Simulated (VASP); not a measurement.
All values below come from PBE GGA, VASP's PBE PAW potentials (set 64) (plane waves; VASP).

The input files of a VASP run:

### INCAR
```
SYSTEM=NaCl
PREC=Accurate; ENCUT=600; LREAL=F
LASPH=T
EDIFF=1E-6; NELM=100; ALGO=Normal
ISMEAR=0; SIGMA=0.01
GGA=PE
ISIF=2
LWAVE=F; LCHARG=F
```

File KPOINTS:
```
Automatic mesh
0
Gamma
5 5 5
0 0 0
```

### POSCAR
```
NaCl
2.7881970
  0.0000000000   1.0000000000   1.0000000000
  1.0000000000   0.0000000000   1.0000000000
  1.0000000000   1.0000000000   0.0000000000
Na Cl
1 1
Cart
  0.0000000000   0.0000000000   0.0000000000
  1.0000000000   1.0000000000   1.0000000000
```

POTCAR, in this order: Na_pv Cl (PBE.64 set). Program: vasp_std.

### Question
What does the run give for the energy per atom (σ→0), pressure, band gap (on the k-mesh)?

### Answer

```json
{
  "energy per atom (σ→0)": "-3382 meV/atom",
  "band gap (on the k-mesh)": "5.24 eV",
  "pressure": "1.76 GPa"
}
```

### OSZICAR
```
...
DAV:   6    -0.676917654103E+01    0.18601E+00   -0.37274E-01   259   0.423E+00    0.163E+00
DAV:   7    -0.675759504107E+01    0.11581E-01   -0.92006E-02   272   0.210E+00    0.109E+00
DAV:   8    -0.676300962764E+01   -0.54146E-02   -0.93048E-03   232   0.107E+00    0.256E-01
DAV:   9    -0.676294044315E+01    0.69184E-04   -0.19736E-04   268   0.142E-01    0.133E-01
DAV:  10    -0.676306888181E+01   -0.12844E-03   -0.29143E-04   229   0.164E-01    0.503E-02
DAV:  11    -0.676306085943E+01    0.80224E-05   -0.20598E-05   259   0.481E-02    0.841E-03
DAV:  12    -0.676306131532E+01   -0.45590E-06   -0.15708E-06   238   0.146E-02
   1 F= -.67630613E+01 E0= -.67630613E+01  d E =-.504492E-77
```

The structure comes from a computed database's NaCl entry; how it stands against other phases isn't given here. The cell was not relaxed at this level. The run is one of a series of settings (ENCUT = 600 against the base run), some of them coarse on purpose.
